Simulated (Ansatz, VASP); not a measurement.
# Cross-check of KCl (Sylvite) between VASP and Ansatz, part 2 of 2

One calculation is typed for both programs; each brings its own data sets. How far apart do they land? The cell is taken from a series of runs on this material, whose earlier steps may have relaxed, scaled, displaced or heated it; both programs get it as it stands.

VASP 6.6.1 and Ansatz 0.2.0.

So far: Set-up; Ansatz: zone-centre phonons, r2SCAN.

## 3. VASP: zone-centre phonons, r2SCAN

Level of this step: r2SCAN; plane waves and PAW (K_sv, Cl) (VASP).

The same cell, functional and mesh now go to VASP, with its own data sets.

Lines of VASP's logs that name or quote its potential files are left out, and so is its time.

INCAR

```
SYSTEM = KCl
PREC = Accurate
ENCUT = 550
EDIFF = 1E-08
NELM = 120
ISMEAR = 0
SIGMA = 0.01
LREAL = .FALSE.
ALGO = Normal
METAGGA = R2SCAN
LASPH = .TRUE.
NBANDS = 14
LORBIT = 11
LWAVE = .FALSE.
LCHARG = .FALSE.
ISIF = 2
IBRION = 6
NFREE = 2
POTIM = 0.015
NSW = 1
GGA_COMPAT = .FALSE.
EFERMI = MIDGAP
LMIXTAU = .TRUE.
KPAR = 2
```

POSCAR

```
KCl
1.0
    0.0000000000      3.1464864085      3.1464864085
    3.1464864085      0.0000000000      3.1464864085
    3.1464864085      3.1464864085      0.0000000000
K Cl
1 1
Direct
    0.0000000000      0.0000000000      0.0000000000
    0.5000000000      0.5000000000      0.5000000000
```

KPOINTS

```
Automatic mesh
0
Gamma
6 6 6
0 0 0
```

Potentials, in the order of the species: K_sv and Cl (PBE family, release 64).

Command:

```sh
mpirun -np 2 vasp_std
```

Numbers of over 12 decimals in the logs are rounded to 6 here.

Output:

```text
[banner, memory and clock lines left out]
running    2 mpi-ranks, on    1 nodes
 distrk:  each k-point on    1 cores,    2 groups
 distr:  one band on    1 cores,    1 groups

 POSCAR found type information on POSCAR K Cl
 POSCAR found :  2 types and       2 ions
|                                                                             |
|               ----> ADVICE to this user running VASP <----                  |
|                                                                             |
|     You enforced a specific xc type in the INCAR file but a different       |
|     [... a line on the potential file left out ...]
|     I HOPE YOU KNOW WHAT YOU ARE DOING!                                     |
|                                                                             |

 LDA part: xc-table for (None), standard interpolation
 POSCAR, INCAR and KPOINTS ok, starting setup
 FFT: planning ... GRIDC
 FFT: planning ... GRID_SOFT
 FFT: planning ... GRID
 WAVECAR not read
 entering main loop
       N       E                     dE             d eps       ncg     rms          rms(c)
DAV:   1     0.949407780892E+02    0.94941E+02   -0.72861E+03   448   0.108E+03
DAV:   2    -0.133144382240E+02   -0.10826E+03   -0.98022E+02   564   0.266E+02
DAV:   3    -0.203534788278E+02   -0.70390E+01   -0.69879E+01   616   0.594E+01
DAV:   4    -0.206925663716E+02   -0.33909E+00   -0.33896E+00   710   0.115E+01
DAV:   5    -0.206956243920E+02   -0.30580E-02   -0.30580E-02   604   0.134E+00    0.337E+00
DAV:   6    -0.165497724007E+02    0.41459E+01   -0.15525E+00   646   0.117E+01    0.304E+00
DAV:   7    -0.161656856603E+02    0.38409E+00   -0.38111E-01   748   0.668E+00    0.835E-01
DAV:   8    -0.172865705889E+02   -0.11209E+01   -0.40516E-01   486   0.519E+00    0.124E+00
DAV:   9    -0.163607675853E+02    0.92580E+00   -0.16874E-01   456   0.406E+00    0.952E-01
DAV:  10    -0.164907020510E+02   -0.12993E+00   -0.24237E-01   448   0.495E+00    0.285E-01
DAV:  11    -0.165060482864E+02   -0.15346E-01   -0.78141E-03   560   0.104E+00    0.260E-01
DAV:  12    -0.164775769583E+02    0.28471E-01   -0.12966E-02   454   0.138E+00    0.280E-01
DAV:  13    -0.164771911010E+02    0.38586E-03   -0.12349E-02   448   0.125E+00    0.150E-01
DAV:  14    -0.164803783737E+02   -0.31873E-02   -0.22468E-03   460   0.649E-01    0.144E-01
[...]
DAV:  23    -0.165071123262E+02   -0.41359E-06   -0.46124E-07   604   0.604E-03    0.194E-03
DAV:  24    -0.165071119008E+02    0.42546E-06   -0.18715E-07   500   0.321E-03    0.797E-04
DAV:  25    -0.165071118304E+02    0.70315E-07   -0.90128E-08   460   0.385E-03    0.376E-04
DAV:  26    -0.165071115538E+02    0.27663E-06   -0.79086E-09   368   0.111E-03    0.472E-04
DAV:  27    -0.165071118272E+02   -0.27336E-06   -0.44328E-09   332   0.867E-04    0.381E-04
DAV:  28    -0.165071117448E+02    0.82385E-07   -0.16467E-09   356   0.428E-04    0.167E-04
DAV:  29    -0.165071117834E+02   -0.38593E-07   -0.30544E-10   248   0.190E-04    0.777E-05
DAV:  30    -0.165071117792E+02    0.41725E-08   -0.14577E-10   242   0.103E-04
   1 F= -.16507112E+02 E0= -.16507112E+02  d E =0.000000E+00
[...]
2 F= -.16506949E+02 E0= -.16506949E+02  d E =0.000000E+00
[...]
3 F= -.16506949E+02 E0= -.16506949E+02  d E =0.000000E+00
[...]
4 F= -.16506945E+02 E0= -.16506945E+02  d E =0.000000E+00
 Finite differences progress:
  Degree of freedom:   2/  2
  Displacement:        1/  2
  Total:               3/  4
 bond charge predicted
       N       E                     dE             d eps       ncg     rms          rms(c)
DAV:   1    -0.165034198805E+02    0.35248E-02   -0.13343E+00   846   0.532E+00    0.258E-01
DAV:   2    -0.165058775599E+02   -0.24577E-02   -0.39927E-02  1026   0.131E+00    0.702E-02
DAV:   3    -0.165067345495E+02   -0.85699E-03   -0.22315E-03   862   0.512E-01    0.905E-02
DAV:   4    -0.165054554607E+02    0.12791E-02   -0.19811E-03   840   0.476E-01    0.342E-02
DAV:   5    -0.165061972294E+02   -0.74177E-03   -0.25696E-03   840   0.570E-01    0.338E-02
DAV:   6    -0.165069245238E+02   -0.72729E-03   -0.56744E-04   840   0.265E-01    0.174E-02
DAV:   7    -0.165069240222E+02    0.50158E-06   -0.25417E-05  1020   0.555E-02    0.940E-03
DAV:   8    -0.165069419041E+02   -0.17882E-04   -0.13275E-05   876   0.423E-02    0.689E-03
DAV:   9    -0.165069422333E+02   -0.32918E-06   -0.10548E-06   992   0.123E-02    0.455E-03
DAV:  10    -0.165069445722E+02   -0.23389E-05   -0.68687E-07   894   0.959E-03    0.773E-04
DAV:  11    -0.165069446436E+02   -0.71378E-07   -0.12798E-07  1108   0.388E-03    0.172E-04
DAV:  12    -0.165069446838E+02   -0.40212E-07   -0.30627E-08   954   0.162E-03    0.562E-04
DAV:  13    -0.165069447201E+02   -0.36326E-07   -0.70952E-09   672   0.104E-03    0.220E-04
DAV:  14    -0.165069447224E+02   -0.22578E-08   -0.70834E-09   720   0.682E-04
   5 F= -.16506945E+02 E0= -.16506945E+02  d E =0.000000E+00
 Finite differences progress:
  Degree of freedom:   2/  2
  Displacement:        2/  2
  Total:               4/  4
```

Parts of OUTCAR (step 3):

```text
ion  position               nearest neighbor table
   1  0.000  0.000  0.000-   2 3.15   2 3.15   2 3.15   2 3.15   2 3.15   2 3.15
   2  0.500  0.500  0.500-   1 3.15   1 3.15   1 3.15   1 3.15   1 3.15   1 3.15

  LATTYP: Found a face centered cubic cell.
 ALAT       =     6.2929728170

 Subroutine GETGRP returns: Found 48 space group operations
 (whereof 48 operations were pure point group operations)

The static configuration has the point symmetry O_h .

 Found     16 irreducible k-points:

   k-points           NKPTS =     16   k-points in BZ     NKDIM =     16   number of bands    NBANDS=     14

   dimension x,y,z NGX =    36 NGY =   36 NGZ =   36
   dimension x,y,z NGXF=    72 NGYF=   72 NGZF=   72

   ENCUT  =  550.0 eV  40.42 Ry    6.36 a.u.   8.51  8.51  8.51*2*pi/ulx,y,z

   NELECT =      16.0000    total number of electrons

 k-points in reciprocal lattice and weights: Automatic mesh
   0.00000000  0.00000000  0.00000000       0.005
   0.16666667  0.00000000  0.00000000       0.037
   0.33333333  0.00000000  0.00000000       0.037
   0.50000000  0.00000000  0.00000000       0.019
   0.16666667  0.16666667  0.00000000       0.028
   0.33333333  0.16666667  0.00000000       0.111
   0.50000000  0.16666667  0.00000000       0.111
  -0.33333333  0.16666667  0.00000000       0.111
  -0.16666667  0.16666667  0.00000000       0.056
[...]
-0.33333333  0.33333333  0.16666667       0.111
  -0.33333333  0.50000000  0.16666667       0.056

 average (electrostatic) potential at core
       1 -39.9283       2 -97.7533

 E-fermi :   0.6504

 k-point     1 :       0.0000    0.0000    0.0000
  band No.  band energies     occupation
    ...
      4     -13.2244      2.00000
      5     -13.2244      2.00000
      6      -2.2645      2.00000
      7      -2.2645      2.00000
      8      -2.2645      2.00000
      9       3.5652      0.00000
     10       6.7697      0.00000
     11       6.7698      0.00000
     12       6.7698      0.00000
     13       7.8124      0.00000
    ...

 k-point     2 :       0.1667    0.0000    0.0000
  band No.  band energies     occupation
    ...
      4     -13.2264      2.00000
      5     -13.1658      2.00000
      6      -2.5708      2.00000
      7      -2.3488      2.00000
      8      -2.3488      2.00000
      9       4.1996      0.00000
     10       6.5497      0.00000
     11       7.1287      0.00000
     12       7.1287      0.00000
     13       8.1971      0.00000
    ...

 k-point     3 :       0.3333    0.0000    0.0000
  band No.  band energies     occupation
    ...
      4     -13.2305      2.00000
      5     -13.0554      2.00000
      6      -3.0851      2.00000
      7      -2.5090      2.00000
      8      -2.5089      2.00000
      9       5.3978      0.00000
     10       6.6034      0.00000
     11       8.1078      0.00000
     12       8.1079      0.00000
     13       9.1693      0.00000
    ...

  Total       -0.0001483     -0.0026610     -0.0026610      0.0000000      0.0000000      0.0000000
  in kB       -0.0038131     -0.0684306     -0.0684306      0.0000000      0.0000000      0.0000000
  external PRESSURE =      -0.0468914 kB  Pullay stress =       0.0000000 kB

  energy-cutoff  :      550.00
  volume of cell :       62.30
      direct lattice vectors                 reciprocal lattice vectors
     0.000000000  3.146486408  3.146486408    -0.158907408  0.158907408  0.158907408
     3.146486408  0.000000000  3.146486408     0.158907408 -0.158907408  0.158907408
     3.146486408  3.146486408  0.000000000     0.158907408  0.158907408 -0.158907408

 POSITION                                       TOTAL-FORCE (eV/Angst)
 -----------------------------------------------------------------------------------
      0.00000      0.00000      0.00000        -0.022103      0.000000      0.000000
      3.13149      3.14649      3.14649         0.022103      0.000000      0.000000
 -----------------------------------------------------------------------------------
    total drift:                                0.000068     -0.000000     -0.000000

  FREE ENERGIE OF THE ION-ELECTRON SYSTEM (eV)
  ---------------------------------------------------
  free  energy   TOTEN  =       -16.5069447224 eV

  energy  without entropy=      -16.5069447224  energy(sigma->0) =      -16.50694472

 Eigenvectors and eigenvalues of the dynamical matrix
 ----------------------------------------------------

   1 f  =    4.392703 THz    27.600169 2PiTHz  146.524810 cm-1    18.166753 meV
             X         Y         Z           dx          dy          dz
      0.000000  0.000000  0.000000     0.680216   -0.099972   -0.000000
      3.146486  3.146486  3.146486    -0.718444    0.105590    0.000000

   2 f  =    4.392703 THz    27.600169 2PiTHz  146.524810 cm-1    18.166753 meV
             X         Y         Z           dx          dy          dz
      0.000000  0.000000  0.000000     0.077456    0.527017    0.434674
      3.146486  3.146486  3.146486    -0.081809   -0.556636   -0.459103

   3 f  =    4.392703 THz    27.600169 2PiTHz  146.524810 cm-1    18.166753 meV
             X         Y         Z           dx          dy          dz
      0.000000  0.000000  0.000000    -0.063205   -0.430055    0.532679
      3.146486  3.146486  3.146486     0.066758    0.454223   -0.562615

   4 f/i=    0.012602 THz     0.079180 2PiTHz    0.420355 cm-1     0.052117 meV
             X         Y         Z           dx          dy          dz
      0.000000  0.000000  0.000000    -0.179396    0.652131   -0.264298
      3.146486  3.146486  3.146486    -0.169851    0.617432   -0.250235

   5 f/i=    0.012602 THz     0.079180 2PiTHz    0.420355 cm-1     0.052117 meV
             X         Y         Z           dx          dy          dz
      0.000000  0.000000  0.000000     0.524360   -0.057987   -0.498995
      3.146486  3.146486  3.146486     0.496459   -0.054901   -0.472444

   6 f/i=    0.012602 THz     0.079180 2PiTHz    0.420355 cm-1     0.052117 meV
             X         Y         Z           dx          dy          dz
      0.000000  0.000000  0.000000     0.469228    0.314124    0.456577
      3.146486  3.146486  3.146486     0.444261    0.297410    0.432283

 ELASTIC MODULI CONTR FROM IONIC RELAXATION (kBar)
 Direction    XX          YY          ZZ          XY          YZ          ZX
 --------------------------------------------------------------------------------
 XX           0.0000      0.0000      0.0000      0.0000      0.0000      0.0000
 YY           0.0000      0.0000      0.0000      0.0000      0.0000      0.0000
 ZZ           0.0000      0.0000      0.0000      0.0000      0.0000      0.0000
 XY           0.0000      0.0000      0.0000      0.0000      0.0000      0.0000
 YZ           0.0000      0.0000      0.0000      0.0000      0.0000      0.0000
 ZX           0.0000      0.0000      0.0000      0.0000      0.0000      0.0000
 --------------------------------------------------------------------------------

 total charge
# of ion       s       p       d       tot
------------------------------------------
    1        1.958   5.683   0.023   7.664
    2        1.595   3.599   0.000   5.194
--------------------------------------------------
tot          3.553   9.282   0.023  12.857

[... 3 further parts left out ...]
```

Levels, forces or a CONTCAR printed for this step are those of its last displaced cell, not of the structure at rest.

## 4. Comparison

Known differences besides the potentials themselves: VASP keeps PBE cores, Ansatz makes them for the functional; fixed occupations in Ansatz, narrow Gaussian smearing in VASP; the cutoff is 500 eV in Ansatz and 550 eV in VASP; VASP uses finite displacements, Ansatz perturbation theory. Total energies have different zeros and are not compared.

The two programs side by side:

| quantity | Ansatz | VASP | difference |
| --- | --- | --- | --- |
| optical mode 1 to 3 (cm⁻¹) | 144.9 | 146.5 | -1.12 % |

Modes are paired by rising frequency, not by their patterns, so a pair may set unlike modes beside each other; they are those without the splitting of longitudinal modes.

## 5. Outcome

* r.m.s. difference of the optical zone-centre modes, each program's sorted by frequency (zone-centre phonons, r2SCAN): 1.6 cm⁻¹
* difference in optical mode 1 to 3 (zone-centre phonons, r2SCAN): -1.1 %

What this shows: The r.m.s. difference of the optical zone-centre modes, each program's sorted by frequency is 1.6 cm⁻¹ (zone-centre phonons, r2SCAN). Among the rows given in per cent, the largest difference of the zone-centre phonons, r2SCAN pair is in optical mode 1 to 3, -1.1 %. 1 further run of this series is not shown here. How closely two codes agree says nothing of how well the functional describes the real material.

[Lines on the potential files, build, host, timing and source positions are cut from VASP's logs without a mark.]

[Logs are printed without paths, hosts, clocks, repeated set-up lines and the standing remarks that a program may print on its own settings, such as how far it seeks lower states.]

[Hosts, paths, dates, database ids (printed as entryN), source tags and the programs' standing remarks are cut or masked in the printed files.]
